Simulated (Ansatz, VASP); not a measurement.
# LiNbO3: VASP beside Ansatz

Wanted: the spread between two codes on one cell, functional and k mesh. The structure shown is the end of the VASP relaxation below.

Calculated with Ansatz 0.2.0; plane waves, with VASP 6.6.1 beside it; single point at r2SCAN.

### Step 1. The starting structure

The structure is trigonal, space group R3c (No. 161). The conventional cell has a = 5.127 Å, b = 5.127 Å, c = 13.871 Å, α = 90.00°, β = 90.00°, γ = 120.00°. Nearest to Li lie 6 O at 2.04 to 2.25 Å. Nearest to Nb lie 6 O at 1.88 to 2.13 Å. Nearest to O lie 2 Nb at 1.88 to 2.13 Å and 2 Li at 2.04 to 2.25 Å. Farther neighbours and most contacts between anions are not listed.

### Step 2. VASP: relaxation, r2SCAN

This run makes the geometry at which the two programs are then compared.

Lines of VASP's logs that name or quote its potential files are left out, and so is its time.

Contents of INCAR:

```
SYSTEM = LiNbO3
PREC = Accurate
ENCUT = 650
EDIFF = 1E-06
NELM = 120
ISMEAR = 0
SIGMA = 0.02
LREAL = Auto
ALGO = Normal
METAGGA = R2SCAN
LASPH = .TRUE.
NBANDS = 128
LORBIT = 11
LWAVE = .FALSE.
LCHARG = .FALSE.
KPAR = 4
NCORE = 4
IBRION = 2
NSW = 80
ISIF = 3
EDIFFG = -0.005
POTIM = 0.4
```

Contents of POSCAR:

```
LiNbO3
1.0
    5.1504983400      0.0000000000      0.0000000000
   -2.5752491700      4.4604624000      0.0000000000
    0.0000000000      0.0000000000     13.8741900000
Li Nb O
6 6 18
Direct
    0.6666666670      0.3333333330      0.0530333330
    0.0000000000      0.0000000000      0.2197000000
    0.3333333330      0.6666666670      0.3863666670
    0.6666666670      0.3333333330      0.5530333330
    0.0000000000      0.0000000000      0.7197000000
    0.3333333330      0.6666666670      0.8863666670
    0.6666666670      0.3333333330      0.3332733330
    0.3333333330      0.6666666670      0.1666066670
    0.3333333330      0.6666666670      0.6666066670
    0.0000000000      0.0000000000      0.4999400000
    0.0000000000      0.0000000000      0.9999400000
    0.6666666670      0.3333333330      0.8332733330
    0.0095666670      0.3812133330      0.2695633330
    0.3716466670      0.9904333330      0.2695633330
    0.6187866670      0.6283533330      0.2695633330
    0.2854533330      0.3237666670      0.1028966670
    0.6762333330      0.9616866670      0.1028966670
    0.0383133330      0.7145466670      0.1028966670
    0.6762333330      0.7145466670      0.6028966670
    0.0383133330      0.3237666670      0.6028966670
    0.2854533330      0.9616866670      0.6028966670
    0.9521200000      0.6571000000      0.4362300000
    0.3429000000      0.2950200000      0.4362300000
    0.7049800000      0.0478800000      0.4362300000
    0.3429000000      0.0478800000      0.9362300000
    0.7049800000      0.6571000000      0.9362300000
    0.9521200000      0.2950200000      0.9362300000
    0.6187866670      0.9904333330      0.7695633330
    0.0095666670      0.6283533330      0.7695633330
    0.3716466670      0.3812133330      0.7695633330
```

Contents of KPOINTS:

```
Automatic mesh
0
Gamma
6 6 2
0 0 0
```

Potentials, in the order of the species: Li_sv, Nb_sv and O (PBE family, release 64).

Command:

```
$ mpirun -np 16 vasp_std
```

Numbers of over 12 decimals in the logs are rounded to 6 here.

The program printed:

```text
[banner, memory and clock lines left out]
running   16 mpi-ranks, on    1 nodes
 distrk:  each k-point on    4 cores,    4 groups
 distr:  one band on    4 cores,    1 groups

 POSCAR found type information on POSCAR LiNbO
 POSCAR found :  3 types and      30 ions
|                                                                             |
|               ----> ADVICE to this user running VASP <----                  |
|                                                                             |
|     You enforced a specific xc type in the INCAR file but a different       |
|     [... a line on the potential file left out ...]
|     I HOPE YOU KNOW WHAT YOU ARE DOING!                                     |
|                                                                             |

 LDA part: xc-table for (None), standard interpolation
 POSCAR, INCAR and KPOINTS ok, starting setup
 FFT: planning ... GRIDC
 FFT: planning ... GRID_SOFT
 FFT: planning ... GRID
 WAVECAR not read
 entering main loop
       N       E                     dE             d eps       ncg     rms          rms(c)
DAV:   1     0.269723775801E+04    0.26972E+04   -0.12360E+05  3584   0.203E+03
DAV:   2    -0.129584442429E+03   -0.28268E+04   -0.27031E+04  4128   0.686E+02
DAV:   3    -0.455504804254E+03   -0.32592E+03   -0.32194E+03  5528   0.212E+02
DAV:   4    -0.481532592438E+03   -0.26028E+02   -0.25937E+02  6432   0.527E+01
DAV:   5    -0.483797745818E+03   -0.22652E+01   -0.22629E+01  5792   0.120E+01    0.474E+01
DAV:   6    -0.352747663931E+03    0.13105E+03   -0.16070E+02  5128   0.553E+01    0.112E+01
DAV:   7    -0.355500978131E+03   -0.27533E+01   -0.10255E+01  5128   0.116E+01    0.723E+00
DAV:   8    -0.356098755475E+03   -0.59778E+00   -0.25278E+00  4576   0.597E+00    0.252E+00
DAV:   9    -0.356013112523E+03    0.85643E-01   -0.79249E-01  5776   0.319E+00    0.121E+00
DAV:  10    -0.356016931001E+03   -0.38185E-02   -0.72461E-02  5488   0.119E+00    0.528E-01
DAV:  11    -0.356020126592E+03   -0.31956E-02   -0.41925E-02  4864   0.751E-01    0.371E-01
DAV:  12    -0.356017325756E+03    0.28008E-02   -0.11487E-02  4648   0.399E-01    0.708E-02
DAV:  13    -0.356017611767E+03   -0.28601E-03   -0.10571E-03  5504   0.127E-01    0.483E-02
DAV:  14    -0.356017597084E+03    0.14683E-04   -0.93427E-05  5672   0.382E-02    0.289E-02
DAV:  15    -0.356017596440E+03    0.64466E-06   -0.33243E-05  5384   0.192E-02    0.162E-02
DAV:  16    -0.356017608153E+03   -0.11713E-04   -0.17894E-05  5352   0.188E-02    0.400E-03
DAV:  17    -0.356017608050E+03    0.10310E-06   -0.14386E-06  2280   0.506E-03
   1 F= -.35601761E+03 E0= -.35601761E+03  d E =-.356018E+03
[... from here on, the cycles between the ionic steps are left out ...]
   2 F= -.35602673E+03 E0= -.35602673E+03  d E =-.912298E-02
   3 F= -.35602983E+03 E0= -.35602983E+03  d E =-.122181E-01
  10 F= -.35604674E+03 E0= -.35604674E+03  d E =-.403551E-02
  11 F= -.35604698E+03 E0= -.35604698E+03  d E =-.427209E-02
  12 F= -.35604766E+03 E0= -.35604766E+03  d E =-.681005E-03
  13 F= -.35604778E+03 E0= -.35604778E+03  d E =-.802635E-03
  14 F= -.35604770E+03 E0= -.35604770E+03  d E =-.716975E-03
  15 F= -.35604780E+03 E0= -.35604780E+03  d E =-.822397E-03
  16 F= -.35604803E+03 E0= -.35604803E+03  d E =-.232164E-03
  17 F= -.35604803E+03 E0= -.35604803E+03  d E =-.231886E-03
  18 F= -.35604803E+03 E0= -.35604803E+03  d E =-.231380E-03
  19 F= -.35604804E+03 E0= -.35604804E+03  d E =-.233103E-03
  20 F= -.35604804E+03 E0= -.35604804E+03  d E =-.233108E-03
  21 F= -.35604808E+03 E0= -.35604808E+03  d E =-.430413E-04
 trial-energy change:   -0.000043  1 .order   -0.000039   -0.000049   -0.000030
 step:   2.0225(harm=  2.0225)  dis= 0.00060  next Energy=  -356.048098 (dE=-0.626E-04)
 bond charge predicted
       N       E                     dE             d eps       ncg     rms          rms(c)
DAV:   1    -0.356048067856E+03    0.11170E-04   -0.17369E-02  3584   0.519E-01    0.336E-02
DAV:   2    -0.356048104570E+03   -0.36714E-04   -0.46670E-04  4928   0.104E-01    0.211E-02
DAV:   3    -0.356048103364E+03    0.12068E-05   -0.16984E-05  5416   0.162E-02    0.128E-02
DAV:   4    -0.356048098564E+03    0.48001E-05   -0.33696E-06  3248   0.952E-03    0.210E-03
DAV:   5    -0.356048098540E+03    0.23258E-07   -0.80820E-07  2144   0.490E-03
  22 F= -.35604810E+03 E0= -.35604810E+03  d E =-.632264E-04
 curvature:  -1.06 expect dE=-0.257E-04 dE for cont linesearch -0.248E-05
 trial: gam= 0.20763 g(F)=  0.126E-04 g(S)=  0.117E-04 ort = 0.123E-04 (trialstep = 0.104E+01)
 search vector abs. value=  0.322E-04
 reached required accuracy - stopping structural energy minimisation
```

OUTCAR, selected parts (step 2):

```text
ion  position               nearest neighbor table
   1  0.667  0.333  0.053-  17 2.06  18 2.06  16 2.06  27 2.26  25 2.26  26 2.26
   2  0.000  0.000  0.220-  13 2.06  15 2.06  14 2.06  18 2.26  16 2.26  17 2.26
   3  0.333  0.667  0.386-  22 2.06  24 2.06  23 2.06  14 2.26  13 2.26  15 2.26
   4  0.667  0.333  0.553-  20 2.06  21 2.06  19 2.06  24 2.26  22 2.26  23 2.26
   5  0.000  0.000  0.720-  28 2.06  30 2.06  29 2.06  21 2.26  19 2.26  20 2.26
   6  0.333  0.667  0.886-  25 2.06  27 2.06  26 2.06  29 2.26  28 2.26  30 2.26
   7  0.667  0.333  0.333-  14 1.88  15 1.88  13 1.88  24 2.13  22 2.13  23 2.13
   8  0.333  0.667  0.167-  16 1.88  17 1.88  18 1.88  14 2.13  13 2.13  15 2.13
   9  0.333  0.667  0.667-  20 1.88  21 1.88  19 1.88  29 2.13  28 2.13  30 2.13
  10  0.000  0.000  0.500-  22 1.88  23 1.88  24 1.88  21 2.13  19 2.13  20 2.13
  11  0.000  0.000  1.000-  26 1.88  27 1.88  25 1.88  18 2.13  16 2.13  17 2.13
  12  0.667  0.333  0.833-  28 1.88  29 1.88  30 1.88  27 2.13  25 2.13  26 2.13
  13  0.010  0.381  0.270-   7 1.88   2 2.06   8 2.13   3 2.26
  14  0.372  0.990  0.270-   7 1.88   2 2.06   8 2.13   3 2.26
  15  0.619  0.628  0.270-   7 1.88   2 2.06   8 2.13   3 2.26
  16  0.285  0.324  0.103-   8 1.88   1 2.06  11 2.13   2 2.26
  17  0.676  0.962  0.103-   8 1.88   1 2.06  11 2.13   2 2.26
  18  0.038  0.715  0.103-   8 1.88   1 2.06  11 2.13   2 2.26
  19  0.676  0.715  0.603-   9 1.88   4 2.06  10 2.13   5 2.26
  20  0.038  0.324  0.603-   9 1.88   4 2.06  10 2.13   5 2.26
  21  0.285  0.962  0.603-   9 1.88   4 2.06  10 2.13   5 2.26
  22  0.952  0.657  0.436-  10 1.88   3 2.06   7 2.13   4 2.26
  23  0.343  0.295  0.436-  10 1.88   3 2.06   7 2.13   4 2.26
  24  0.705  0.048  0.436-  10 1.88   3 2.06   7 2.13   4 2.26
  25  0.343  0.048  0.936-  11 1.88   6 2.06  12 2.13   1 2.26
  26  0.705  0.657  0.936-  11 1.88   6 2.06  12 2.13   1 2.26
  27  0.952  0.295  0.936-  11 1.88   6 2.06  12 2.13   1 2.26
  28  0.619  0.990  0.770-  12 1.88   5 2.06   9 2.13   6 2.26
  29  0.010  0.628  0.770-  12 1.88   5 2.06   9 2.13   6 2.26
  30  0.372  0.381  0.770-  12 1.88   5 2.06   9 2.13   6 2.26

  LATTYP: Found a hexagonal cell.
 ALAT       =     5.1504983400
 C/A-ratio  =     2.6937568142

 Subroutine GETGRP returns: Found  6 space group operations
 (whereof  3 operations were pure point group operations)

The static configuration has the point symmetry C_3 .
 The point group associated with its full space group is C_3v.

 Found     14 irreducible k-points:

   k-points           NKPTS =     14   k-points in BZ     NKDIM =     14   number of bands    NBANDS=    128

   dimension x,y,z NGX =    48 NGY =   48 NGZ =  120
   dimension x,y,z NGXF=    96 NGYF=   96 NGZF=  240

   ENCUT  =  650.0 eV  47.77 Ry    6.91 a.u.  10.71 10.71 28.84*2*pi/ulx,y,z

   NELECT =     204.0000    total number of electrons

 k-points in reciprocal lattice and weights: Automatic mesh
   0.00000000  0.00000000  0.00000000       0.014
   0.16666667 -0.00000000  0.00000000       0.083
   0.33333333 -0.00000000  0.00000000       0.083
   0.50000000 -0.00000000  0.00000000       0.042
   0.16666667  0.16666667  0.00000000       0.083
   0.33333333  0.16666667  0.00000000       0.167
   0.33333333  0.33333333  0.00000000       0.028
   0.00000000  0.00000000  0.50000000       0.014
   0.16666667 -0.00000000  0.50000000       0.083
[...]
0.33333333  0.16666667  0.50000000       0.167
   0.33333333  0.33333333  0.50000000       0.028

 average (electrostatic) potential at core
       1 -62.3242       2 -62.3242       3 -62.3242       4 -62.3242       5 -62.3242
       6 -62.3242       7 -89.9579       8 -89.9579       9 -89.9579      10 -89.9579
      11 -89.9579      12 -89.9579      13 -73.3538      14 -73.3538      15 -73.3538
      16 -73.3538      17 -73.3538      18 -73.3538      19 -73.3538      20 -73.3538
      21 -73.3538      22 -73.3538      23 -73.3538      24 -73.3538      25 -73.3538
      26 -73.3538      27 -73.3538      28 -73.3538      29 -73.3538      30 -73.3538

 E-fermi :   3.4507

 k-point     1 :       0.0000    0.0000    0.0000
  band No.  band energies     occupation
    ...
     98       3.1512      2.00000
     99       3.1512      2.00000
    100       3.1512      2.00000
    101       3.2290      2.00000
    102       3.2290      2.00000
    103       7.2889      0.00000
    104       7.2889      0.00000
    105       7.7396      0.00000
    106       7.9732      0.00000
    107       7.9732      0.00000
    ...

 k-point     2 :       0.1667   -0.0000    0.0000
  band No.  band energies     occupation
    ...
     98       3.0502      2.00000
     99       3.0753      2.00000
    100       3.0916      2.00000
    101       3.1418      2.00000
    102       3.1579      2.00000
    103       7.2739      0.00000
    104       7.3946      0.00000
    105       7.6944      0.00000
    106       7.7128      0.00000
    107       7.7737      0.00000
    ...

 k-point     3 :       0.3333   -0.0000    0.0000
  band No.  band energies     occupation
    ...
     98       2.9689      2.00000
     99       2.9907      2.00000
    100       3.0557      2.00000
    101       3.0814      2.00000
    102       3.1709      2.00000
    103       7.3813      0.00000
    104       7.4649      0.00000
    105       7.5828      0.00000
    106       7.5888      0.00000
    107       7.7549      0.00000
    ...

  Total        0.0673767      0.0673767     -0.0046216      0.0000000      0.0000000      0.0000000
  in kB        0.3418230      0.3418230     -0.0234469      0.0000000      0.0000000      0.0000000
  external PRESSURE =       0.2200664 kB  Pullay stress =       0.0000000 kB

  energy-cutoff  :      650.00
  volume of cell :      315.81
      direct lattice vectors                 reciprocal lattice vectors
     5.127288221 -0.000000000 -0.000000000     0.195034872  0.112603436 -0.000000000
    -2.563644111  4.440361848  0.000000000     0.000000000  0.225206871 -0.000000000
     0.000000000  0.000000000 13.871168574     0.000000000 -0.000000000  0.072091979

 POSITION                                       TOTAL-FORCE (eV/Angst)
 -----------------------------------------------------------------------------------
      2.56364      1.48012      0.71892         0.000000      0.000000      0.004599
      0.00000      0.00000      3.03078         0.000000      0.000000      0.004599
     -0.00000      2.96024      5.34264         0.000000      0.000000      0.004599
      2.56364      1.48012      7.65451         0.000000      0.000000      0.004599
      0.00000      0.00000      9.96637         0.000000      0.000000      0.004599
     -0.00000      2.96024     12.27823         0.000000      0.000000      0.004599
      2.56364      1.48012      4.62247         0.000000      0.000000      0.003002
     -0.00000      2.96024      2.31061         0.000000      0.000000      0.003002
     -0.00000      2.96024      9.24619         0.000000      0.000000      0.003002
      0.00000      0.00000      6.93433         0.000000      0.000000      0.003002
      0.00000      0.00000     13.86991         0.000000      0.000000      0.003002
      2.56364      1.48012     11.55805         0.000000      0.000000      0.003002
     -0.91337      1.67417      3.74487         0.000291      0.001251     -0.002533
     -0.65708      4.39428      3.74487         0.000938     -0.000877     -0.002533
      1.57045      2.81227      3.74487        -0.001229     -0.000374     -0.002533
      0.65708      1.43403      1.43301        -0.000938     -0.000877     -0.002533
      0.99319      4.29240      1.43301         0.001229     -0.000374     -0.002533
     -1.65028      3.15429      1.43301        -0.000291      0.001251     -0.002533
      1.65028      3.15429      8.36859         0.000291      0.001251     -0.002533
     -0.65708      1.43403      8.36859         0.000938     -0.000877     -0.002533
     -0.99319      4.29240      8.36859        -0.001229     -0.000374     -0.002533
      3.22073      2.91416      6.05673        -0.000938     -0.000877     -0.002533
      0.99319      1.33215      6.05673         0.001229     -0.000374     -0.002533
      3.47701      0.19405      6.05673        -0.000291      0.001251     -0.002533
      1.65028      0.19405     12.99232         0.000291      0.001251     -0.002533
      1.90656      2.91416     12.99232         0.000938     -0.000877     -0.002533
      4.13410      1.33215     12.99232        -0.001229     -0.000374     -0.002533
      0.65708      4.39428     10.68045        -0.000938     -0.000877     -0.002533
     -1.57045      2.81227     10.68045         0.001229     -0.000374     -0.002533
      0.91337      1.67417     10.68045        -0.000291      0.001251     -0.002533
 -----------------------------------------------------------------------------------
    total drift:                               -0.000001     -0.000001      0.298904

  FREE ENERGIE OF THE ION-ELECTRON SYSTEM (eV)
  ---------------------------------------------------
  free  energy   TOTEN  =      -356.0480985403 eV

  energy  without entropy=     -356.0480985403  energy(sigma->0) =     -356.04809854

 reached required accuracy - stopping structural energy minimisation

 total charge
# of ion       s       p       d       tot
------------------------------------------
    1        2.012   0.015   0.000   2.027
    2        2.012   0.015   0.000   2.027
    3        2.012   0.015   0.000   2.027
    4        2.012   0.015   0.000   2.027
    5        2.012   0.015   0.000   2.027
    6        2.012   0.015   0.000   2.027
    7        2.213   6.136   2.026  10.375
    8        2.213   6.136   2.026  10.375
    9        2.213   6.136   2.026  10.375
   10        2.213   6.136   2.026  10.375
   11        2.213   6.136   2.026  10.375
   12        2.213   6.136   2.026  10.375
   13        1.571   3.538   0.000   5.109
   14        1.571   3.538   0.000   5.109
   15        1.571   3.538   0.000   5.109
   16        1.571   3.538   0.000   5.109
   17        1.571   3.538   0.000   5.109
   18        1.571   3.538   0.000   5.109
   19        1.571   3.538   0.000   5.109
   20        1.571   3.538   0.000   5.109
   21        1.571   3.538   0.000   5.109
   22        1.571   3.538   0.000   5.109
   23        1.571   3.538   0.000   5.109
   24        1.571   3.538   0.000   5.109
   25        1.571   3.538   0.000   5.109
   26        1.571   3.538   0.000   5.109
   27        1.571   3.538   0.000   5.109
   28        1.571   3.538   0.000   5.109
   29        1.571   3.538   0.000   5.109
   30        1.571   3.538   0.000   5.109
--------------------------------------------------
tot         53.626 100.584  12.158 166.368

[... 3 further parts left out ...]
```

The run keeps the 6 symmetry operations of its start, so it cannot find a distortion of lower symmetry.

(Part 1 of 2 ends here.)

[Lines on the potential files, build, host, timing and source positions are cut from VASP's logs without a mark.]

[Logs are printed without paths, hosts, clocks, repeated set-up lines and the standing remarks that a program may print on its own settings, such as how far it seeks lower states.]

[Hosts, paths, dates, database ids (printed as entryN), source tags and the programs' standing remarks are cut or masked in the printed files.]
